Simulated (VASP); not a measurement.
Given:

```
PbF2
1.0
    0.00000     3.09285     3.09285
    3.09285     0.00000     3.09285
    3.09285     3.09285     0.00000
Pb F
1 2
Direct
  0.00000   0.00000   0.00000
  0.25000   0.25000   0.25000
  0.75000   0.75000   0.75000
```

Computed with revPBE GGA, VASP's PBE PAW potentials (set 64) (plane waves; VASP). Settings: 520 eV cut-off, 6×6×6 Γ-centred mesh, Gaussian smearing of 0.050 eV, potentials Pb_d F.

Give the stress tensor in GPa (positive for a compressed cell).

```
-3.03   0.00   0.00
 0.00  -3.03   0.00
 0.00   0.00  -3.03
```
The pressure is its mean diagonal, -3.03 GPa.

The compound is PbF2 in the fluorite structure, the β form. This cell is one point of a volume scan, at 1.06 of the reference volume.
